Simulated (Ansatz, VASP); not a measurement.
Given: the input of a run of Ansatz 0.2.0 on CsSi2. The cell comes from a database or a generator and needn't be the stable form of this composition.

Contents of input.yaml:

```yaml
crystal:
  lattice:
    - [6.37157, 0.0, 0.0]
    - [-3.18578, 5.51794, 0.0]
    - [0.0, 0.0, 4.47866]
  atoms:
    - { symbol: Cs, position: [0.0, 0.0, 0.0] }
    - { symbol: Si, position: [0.66667, 0.33333, 0.25039] }
    - { symbol: Si, position: [0.66667, 0.33333, 0.74961] }
hamiltonian:
  xc: lda
  pseudopotentials: { kind: paw }
kpoints:
  mp_grid: { grid: [5, 5, 6] }
scf:
  occupations: { method: fermi_dirac, width: 0.05 }
output:
  forces: true
  stress: true
  eigenvalues: true
  write_density: true
  write_potential: true
  elf: true
  volumetric_format: npy
relax:
  f_tol: 0.01
  max_steps: 40
  cell: { stress_tol: 0.05 }
```

Potentials or basis: Ansatz PAW.

The run is started by

```console
$ ansatz run input.yaml --threads 2 --pin off --max-ram 5632MiB --backend cpu --events-out ev --progress --plain --runs-dir out
```

Task: Translate it to VASP 6.6.1. Potentials or basis there: LDA PAW files Cs_sv, Si, 600 eV.

Result: As run (cutoffs and basis follow the program's own potentials, and thresholds, step limits or extra output files can differ):

File INCAR:

```
SYSTEM = CsSi2
PREC     = Accurate       ! precision mode
ENCUT    = 600            ! plane-wave cutoff, eV
EDIFF    = 1E-6           ! SCF threshold, eV
ISMEAR   = -1             ! smearing method
SIGMA    = 0.05           ! smearing width, eV
LREAL    = .FALSE.        ! projectors in reciprocal space
LASPH    = .TRUE.         ! aspherical terms in the spheres
NELM     = 100            ! most SCF steps
ALGO     = Fast           ! electronic algorithm
ISIF     = 3              ! what is computed and relaxed
LWAVE    = .FALSE.        ! write WAVECAR
LCHARG   = .FALSE.        ! write CHGCAR
IBRION   = 2              ! ionic algorithm
NSW      = 40             ! ionic steps
EDIFFG   = -0.005         ! ionic threshold
```

KPOINTS

```
regular mesh
0
G
  5 5 6
  0 0 0
```

Contents of POSCAR:

```
CsSi2
1.0
    6.3715700000      0.0000000000      0.0000000000
   -3.1857800000      5.5179400000      0.0000000000
    0.0000000000      0.0000000000      4.4786600000
Cs Si
1 2
Direct
    0.0000000000      0.0000000000      0.0000000000
    0.6666700000      0.3333300000      0.2503900000
    0.6666700000      0.3333300000      0.7496100000
```

Potentials or basis: VASP PAW LDA potentials, release 64 (Cs_sv, Si).

Launch:

```sh
$ cat potpaw_LDA.64/Cs_sv/POTCAR potpaw_LDA.64/Si/POTCAR > POTCAR
$ mpirun -np 1 vasp_std > vasp.out
```

Both were run:

|  | Ansatz | VASP |
| --- | --- | --- |
| Relaxed volume | 46.67 Å³/atom | 46.64 Å³/atom |
| Relaxed cell | a = 6.124 Å, b = 6.124 Å, c = 4.311 Å, α = 90.00°, β = 90.00°, γ = 120.00° | a = 6.122 Å, b = 6.122 Å, c = 4.311 Å, α = 90.00°, β = 90.00°, γ = 120.00° |
| Space group after relaxing | P-6m2 (No. 187) | P-6m2 (No. 187) |
| Pressure after relaxing | 0.0 GPa | 0.0 GPa |

Ansatz's pressure holds a Pulay term of +0.01 GPa for its cutoff of 420 eV, which the other run lacks.

Ansatz's potentials were made for PBE.

Where Ansatz's input types no cutoff or centring, it takes its own default and a Γ-centred mesh.

The two programs' LDA may be different fits to the electron gas.

Pressure is positive in compression.
